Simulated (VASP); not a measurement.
Input of a VASP 6.6.1 run:

The input INCAR:

```
PREC = Accurate ; ENCUT = 600
EDIFF = 1E-6 ; ISMEAR = 1
SIGMA = 0.1 ; LREAL = False
LASPH = True ; NELM = 150
ALGO = Normal ; ISIF = 3
LWAVE = False ; LCHARG = False
ISPIN = 2 ; MAGMOM = 0.7
LORBIT = 11 ; LMAXMIX = 4
GGA = CA ; IBRION = 2
NSW = 90 ; EDIFFG = -0.01
AMIX = 0.2 ; BMIX = 1E-4
AMIX_MAG = 0.8 ; BMIX_MAG = 1E-4
```

The input KPOINTS:

```
regular mesh
0
Gamma
  22 22 22
```

POSCAR

```
Ni
1.0
    0.0000000000      1.7619350000      1.7619350000
    1.7619350000      0.0000000000      1.7619350000
    1.7619350000      1.7619350000      0.0000000000
Ni
1
Direct
    0.0000000000      0.0000000000      0.0000000000
```

Potentials or basis: VASP PAW LDA potentials, release 64 (Ni).

Run with:

```console
$ cat potpaw_LDA.64/Ni/POTCAR > POTCAR
$ mpirun -np 1 vasp_std > vasp.out
```

**Question.** What does it give for the net moment?

**Answer.** 0.58 μB per cell.

**Question.** Estimate the band gap on the k mesh.

**Answer.** None (metal or under the smearing width).

**Question.** Estimate the relaxed cell.

**Answer.** a = 2.420 Å, b = 2.420 Å, c = 2.420 Å, α = 60.00°, β = 60.00°, γ = 60.00°.

Final structure:
```
Ni
1.0
     0.00000    1.71104    1.71104
     1.71104    0.00000    1.71104
     1.71104    1.71104    0.00000
Ni
1
Direct
  0.00000 0.00000 0.00000
```

LDA usually gives volumes a few per cent too small. Zero-point motion and thermal expansion aren't in these numbers.
